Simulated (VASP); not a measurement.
# Mg6MnSb (Amm2) in VASP: reference runs

Reference runs on Mg6MnSb: the cell as given and a disturbed copy.

Everything below comes from runs of VASP 6.6.1. Logs are shortened: lines on timing, memory, paths and dates and some standing lists are left out, and cuts for length are marked.

### Step 1. Starting point

It takes space group Amm2 (No. 38, orthorhombic). Conventional cell: a = 5.064 Å, b = 6.309 Å, c = 10.785 Å, α = 90.00°, β = 90.00°, γ = 90.00°. Sb (site symmetry mm2) has 10 Mg at 3.04 to 3.21 Å and 2 Mn at 3.08 Å as nearest neighbours. Mn (site symmetry mm2) is surrounded by 10 Mg at 3.08 to 3.17 Å and 2 Sb at 3.08 Å. Mg (site symmetry mm2) is surrounded by 10 Mg at 3.10 to 3.14 Å and 2 Sb at 3.15 Å. Mg (site symmetry m) has 2 Sb at 3.04 to 3.21 Å and 8 Mg at 3.09 to 3.22 Å and 2 Mn at 3.09 Å as nearest neighbours. Mg (site symmetry mm2) has 10 Mg at 3.10 to 3.13 Å and 2 Mn at 3.15 Å as nearest neighbours. Around Mg (site symmetry m) lie 2 Mn at 3.08 to 3.17 Å and 8 Mg at 3.08 to 3.23 Å and 2 Sb at 3.16 Å.

The cell comes from a database or a generator and needn't be the stable form of this composition.

### Step 2. Single point, PBE, collinear spin, ferromagnetic start

INCAR

```
PREC = Accurate
ENCUT = 520
EDIFF = 1E-7
ISMEAR = -1
SIGMA = 0.05
LREAL = False
LASPH = True
NELM = 100
ALGO = Normal
ISIF = 2
LWAVE = False
LCHARG = False
ISPIN = 2
MAGMOM = 0 4 0 0 0 0 0 0
LORBIT = 11
LMAXMIX = 4
GGA = PE
NBANDS = 29
```

KPOINTS

```
regular mesh
0
Gamma
  5 5 5
```

POSCAR

```
Mg6MnSb
1.0
    5.0641610000      0.0000000000      0.0000000000
    0.0000000000      3.1546610000      5.3927120000
    0.0000000000     -3.1546610000      5.3927120000
Sb Mn Mg
1 1 6
Direct
    0.5000000000      0.6716040000      0.6716040000
    0.0000000000      0.8346480000      0.8346480000
    0.5000000000      0.1677560000      0.1677560000
    0.5000000000      0.6699780000      0.1591160000
    0.5000000000      0.1591160000      0.6699780000
    0.0000000000      0.3336740000      0.3336740000
    0.0000000000      0.8378590000      0.3253650000
    0.0000000000      0.3253650000      0.8378590000
```

Potentials or basis: VASP PAW PBE potentials, release 64 (Sb, Mn_pv, Mg).

Command:

```sh
> cat potpaw_PBE.64/Sb/POTCAR potpaw_PBE.64/Mn_pv/POTCAR potpaw_PBE.64/Mg/POTCAR > POTCAR
> mpirun -np 1 vasp_std > vasp.out
```

OUTCAR:

```text
PREC = Accurate
   ENCUT = 520
   EDIFF = 1E-7
   ISMEAR = -1
   LREAL = False
   LASPH = True
   NELM = 100
   ISIF = 2
   ISPIN = 2
   LORBIT = 11
   GGA = PE

 ion  position               nearest neighbor table
   1  0.500  0.672  0.672-   4 3.04   5 3.04   2 3.08   2 3.08   3 3.15   3 3.15   8 3.16   7 3.16
                             7 3.16   8 3.16   5 3.21   4 3.21
   2  0.000  0.835  0.835-   7 3.08   8 3.08   1 3.08   1 3.08   5 3.09   4 3.09   4 3.09   5 3.09
                             6 3.15   6 3.15   8 3.17   7 3.17
   3  0.500  0.168  0.168-   6 3.10   6 3.10   8 3.10   7 3.10   7 3.10   8 3.10   4 3.11   5 3.11
                             4 3.14   5 3.14   1 3.15   1 3.15
   4  0.500  0.670  0.159-   1 3.04   5 3.09   2 3.09   2 3.09   7 3.11   7 3.11   3 3.11   6 3.13
                             6 3.13   3 3.14   1 3.21   5 3.22
   5  0.500  0.159  0.670-   1 3.04   4 3.09   2 3.09   2 3.09   8 3.11   8 3.11   3 3.11   6 3.13
                             6 3.13   3 3.14   1 3.21   4 3.22
   6  0.000  0.334  0.334-   3 3.10   3 3.10   8 3.12   7 3.12   7 3.12   8 3.12   5 3.13   4 3.13
                             4 3.13   5 3.13   2 3.15   2 3.15
   7  0.000  0.838  0.325-   2 3.08   8 3.08   3 3.10   3 3.10   4 3.11   4 3.11   6 3.12   6 3.12
                             1 3.16   1 3.16   2 3.17   8 3.23
   8  0.000  0.325  0.838-   2 3.08   7 3.08   3 3.10   3 3.10   5 3.11   5 3.11   6 3.12   6 3.12
                             1 3.16   1 3.16   2 3.17   7 3.23

  LATTYP: Found a base centered orthorhombic cell.
 ALAT       =     6.3093220000
 B/A-ratio  =     1.7094426311
 C/A-ratio  =     0.8026474160

  Lattice vectors:

 A1 = (   0.0000000000,   3.1546610000,  -5.3927120000)
 A2 = (   0.0000000000,   3.1546610000,   5.3927120000)
 A3 = (   5.0641610000,   0.0000000000,   0.0000000000)

Analysis of symmetry for initial positions (statically):
=====================================================================
 Subroutine PRICEL returns:
 Original cell was already a primitive cell.

 Routine SETGRP: Setting up the symmetry group for a
 base centered orthorhombic supercell.

 Subroutine GETGRP returns: Found  4 space group operations
 (whereof  4 operations were pure point group operations)
 out of a pool of  8 trial point group operations.

The static configuration has the point symmetry C_2v.

Analysis of symmetry for dynamics (positions and initial velocities):
=====================================================================
 Subroutine PRICEL returns:
 Original cell was already a primitive cell.

 Routine SETGRP: Setting up the symmetry group for a
 base centered orthorhombic supercell.

 Subroutine GETGRP returns: Found  4 space group operations
 (whereof  4 operations were pure point group operations)
 out of a pool of  8 trial point group operations.

[... 176 lines left out ...]

 val. band max:        4.2125982518   @ k =   0.2000   0.4000   0.0000
 cond. band min:       4.2239399092   @ k =   0.2000   0.4000   0.4000
 fundamental gap:      0.0113416574
 Fermi energy:         4.2211911605

 spin component 1

 k-point     1 :       0.0000    0.0000    0.0000
  band No.  band energies     occupation
      1     -45.8567      1.00000
      2     -45.7682      1.00000
      3     -45.7543      1.00000
      4      -5.9142      1.00000
      5      -1.1118      1.00000
      6       0.0833      1.00000
[... 709 lines left out ...]
     26       8.8239      0.00000
     27       8.8575      0.00000

 [... further k-points ...]

 spin component 2

 k-point     1 :       0.0000    0.0000    0.0000
  band No.  band energies     occupation
      1     -41.9375      1.00000
      2     -41.8947      1.00000
      3     -41.8937      1.00000
      4      -5.8999      1.00000
      5      -1.0827      1.00000
      6       0.3445      1.00000
[... 709 lines left out ...]
     26       8.9866      0.00000
     27       9.1806      0.00000

 [... further k-points ...]

 [bands above 27 left out]

------------------------ aborting loop because EDIFF is reached ----------------------------------------

  FORCE on cell =-STRESS in cart. coord.  units (eV):
  Direction    XX          YY          ZZ          XY          YZ          ZX
  --------------------------------------------------------------------------------------
  -------------------------------------------------------------------------------------
  Total       -1.0200893      0.2742405      0.3861567      0.0000000      0.0000000      0.0000000
  in kB       -9.4853065      2.5500270      3.5906802      0.0000000      0.0000000      0.0000000
  external PRESSURE =      -1.1148664 kB  Pullay stress =       0.0000000 kB

 VOLUME and BASIS-vectors are now :
 -----------------------------------------------------------------------------
  energy-cutoff  :      520.00
  volume of cell :      172.30
      direct lattice vectors                 reciprocal lattice vectors
     5.064161000  0.000000000  0.000000000     0.197466076  0.000000000  0.000000000
     0.000000000  3.154661000  5.392712000     0.000000000  0.158495636  0.092717727
     0.000000000 -3.154661000  5.392712000     0.000000000 -0.158495636  0.092717727

 POSITION                                       TOTAL-FORCE (eV/Angst)
 -----------------------------------------------------------------------------------
      2.53208      0.00000      7.24353         0.000000     -0.000000      0.027420
      0.00000      0.00000      9.00203         0.000000     -0.000000      0.059120
      2.53208      0.00000      1.80932         0.000000     -0.000000      0.006099
      2.53208      1.61160      4.47107         0.000000      0.016761      0.000139
      2.53208     -1.61160      4.47107         0.000000     -0.016761      0.000139
      0.00000      0.00000      3.59882         0.000000     -0.000000      0.005426
      0.00000      1.61674      6.27293         0.000000      0.096393     -0.049171
      0.00000     -1.61674      6.27293         0.000000     -0.096393     -0.049171
 -----------------------------------------------------------------------------------
    total drift:                               -0.000000      0.000000      0.000750

  FREE ENERGIE OF THE ION-ELECTRON SYSTEM (eV)
  ---------------------------------------------------
  free  energy   TOTEN  =       -21.8739293079 eV

  energy  without entropy=      -21.8322153798  energy(sigma->0) =      -21.85307234

 total charge

# of ion       s       p       d       tot
------------------------------------------
    1        1.162   1.248   0.037   2.447
    2        0.270   6.143   4.968  11.381
    3        0.212   0.130   0.017   0.358
    4        0.202   0.132   0.017   0.351
    5        0.202   0.132   0.017   0.351
    6        0.205   0.145   0.012   0.361
    7        0.203   0.129   0.016   0.349
    8        0.203   0.129   0.016   0.349
--------------------------------------------------
tot          2.659   8.188   5.100  15.947

 magnetization (x)

# of ion       s       p       d       tot
------------------------------------------
    1        0.012  -0.008  -0.002   0.002
    2        0.046   0.027   3.640   3.712
    3        0.009   0.007  -0.001   0.014
    4       -0.012  -0.003  -0.000  -0.015
    5       -0.012  -0.003  -0.000  -0.015
    6       -0.008  -0.008  -0.000  -0.016
    7       -0.010  -0.005  -0.000  -0.015
    8       -0.010  -0.005  -0.000  -0.015
--------------------------------------------------
tot          0.015   0.002   3.636   3.653
```

Run time: 2.3 min. Hardware: 1 thread of Intel Xeon 6975P-C (Granite Rapids), shared host; peak memory 0.5 GiB.

What came out:

```
Free energy                                           : -21.8739 eV
Pressure                                              : -0.1 GPa
Largest force                                         : 0.108 eV/Å
Band gap on the k mesh                                : none (metal or under the smearing width)
Net moment                                            : 3.70 μB per cell
Site moments                                          : Sb +0.00; Mn +3.71; Mg +0.01, -0.01, -0.02 μB
Valence electrons inside the program's atomic spheres : Sb 2.45; Mn 11.38; Mg 0.36, 0.35
```

Forces in eV/Å, atoms in the order of the input:
```
Sb   0.000  0.000  0.027
Mn   0.000  0.000  0.059
Mg   0.000  0.000  0.006
Mg   0.000  0.017  0.000
Mg   0.000 -0.017  0.000
Mg   0.000  0.000  0.005
Mg   0.000  0.096 -0.049
Mg   0.000 -0.096 -0.049
```

Levels at points of the mesh, in eV from the Fermi level:
Spin up:
```csv
k point,band 13,band 14,band 15,band 16,band 17,band 18,band 19,band 20,band 21,band 22
"(0.00, 0.00, 0.00)",-2.36,-2.16,-1.77,-1.65,-0.91,1.19,2.11,2.46,2.60,2.71
```
Spin down:
| k point | band 9 | band 10 | band 11 | band 12 | band 13 | band 14 | band 15 | band 16 | band 17 | band 18 |
| --- | --- | --- | --- | --- | --- | --- | --- | --- | --- | --- |
| (0.00, 0.00, 0.00) | -2.31 | -2.20 | -2.19 | -1.48 | -0.32 | 0.25 | 0.65 | 0.77 | 1.30 | 1.81 |

Caveat: a cell with one magnetic atom can't hold antiferromagnetic order, which such compounds often take. The run has no spin-orbit coupling, so splittings on Sb are missing.

(Continued in part 2 of 2.)
